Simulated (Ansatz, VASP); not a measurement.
RuAu in VASP and in Ansatz

The input INCAR:

```
PREC = Accurate
ENCUT = 520
EDIFF = 1E-7
ISMEAR = -1
SIGMA = 0.05
LREAL = False
LASPH = True
NELM = 100
ALGO = Fast
ISIF = 2
LWAVE = False
LCHARG = False
GGA = PE
NBANDS = 20
```

Contents of KPOINTS:

```
regular mesh
0
Gamma
  8 8 8
```

POSCAR

```
RuAu
1.0
    3.1648100000      0.0000000000      0.0000000000
    0.0000000000      3.1648100000      0.0000000000
    0.0000000000      0.0000000000      3.1648100000
Ru Au
1 1
Direct
    0.0045850000     -0.0028690000      0.0041200000
    0.4853950000      0.4989660000      0.4970920000
```

Contents of input.yaml:

```yaml
crystal:
  lattice:
    - [3.16481, 0.0, 0.0]
    - [0.0, 3.16481, 0.0]
    - [0.0, 0.0, 3.16481]
  atoms:
    - { symbol: Ru, position: [0.004585, -0.002869, 0.00412] }
    - { symbol: Au, position: [0.485395, 0.498966, 0.497092] }
hamiltonian:
  xc: pbe
  pseudopotentials: { kind: paw }
kpoints:
  mp_grid: { grid: [8, 8, 8] }
scf:
  occupations: { method: fermi_dirac, width: 0.05 }
output:
  forces: true
  stress: true
  eigenvalues: true
```

Change from the starting cell: atoms moved at random, drawn with an rms of 0.05 Å.

Alike in both runs: task single point; functional PBE; k mesh 8 × 8 × 8; occupations fermi-dirac, width 0.05 eV; no spin polarisation.

|  | VASP | Ansatz |
| --- | --- | --- |
| version | VASP 6.6.1 | Ansatz 0.2.0 |
| potentials or method | VASP PAW PBE potentials, release 64 (Ru_pv, Au) | Ansatz PAW |
| plane-wave cutoff (eV) | 520 | 420 |
| valence electrons in the cell | 25 | 35 |

Ansatz gave:

- gap on the k mesh at the Fermi level (eV): none
- pressure (GPa): 0.8
- largest component of the traceless stress (GPa): 0.24
- rms of the force components (eV/Å): 0.320

Which values does VASP return?

gap on the k mesh at the Fermi level (eV): none; pressure (GPa): 0.5; largest component of the traceless stress (GPa): 0.24; rms of the force components (eV/Å): 0.319.

Atom by atom the forces differ by 0.001 eV/Å (rms over components). A gap of «none» marks a metal or a gap that the smearing closes. The two sets of potentials don't hold the same shells in valence.

The runs have no spin-orbit coupling, so splittings on Au are missing.
